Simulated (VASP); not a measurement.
Runs of VASP 6.6.1 on Mo. Symmetry: P6_3/mmc, No. 194, hexagonal system. The conventional cell has a = 2.719 Å, b = 2.719 Å, c = 4.784 Å, α = 90.00°, β = 90.00°, γ = 120.00°. Mo (site symmetry -6m2) has 12 Mo at 2.72 to 2.86 Å as nearest neighbours. The cell was built by a generator and needn't be a form met in nature.

```tsv
task	cell	k mesh	cutoff (eV)	gap on the mesh (eV)	pressure (GPa)
single point	P6_3/mmc, 15.32 Å³/atom	13 × 13 × 7	520	none	1.1
single point	P6_3/mmc, 15.32 Å³/atom	22 × 22 × 11	520	none	1.2
single point	P6_3/mmc, 15.32 Å³/atom	15 × 15 × 8	520	none	1.2
single point	P6_3/mmc, 16.55 Å³/atom	15 × 15 × 8	520	none	(a)
relaxation of cell and atoms	relaxed	13 × 13 × 7	600	none	0.0
```

Alike in all rows: level LDA; potentials or basis VASP PAW LDA potentials, release 64 (Mo_sv); no spin polarisation; smearing fermi-dirac 0.1 eV.

Q: Fill in the values left out.

A: (a) -16.7.

Caveats: so large a pressure means that the cell lies far from this level's equilibrium, or that cutoff or potentials fall short (some runs).

A k mesh can miss the band edges, and the runs leave out spin-orbit coupling on Mo.

A gap of «none» marks a metal or a gap under the smearing width.
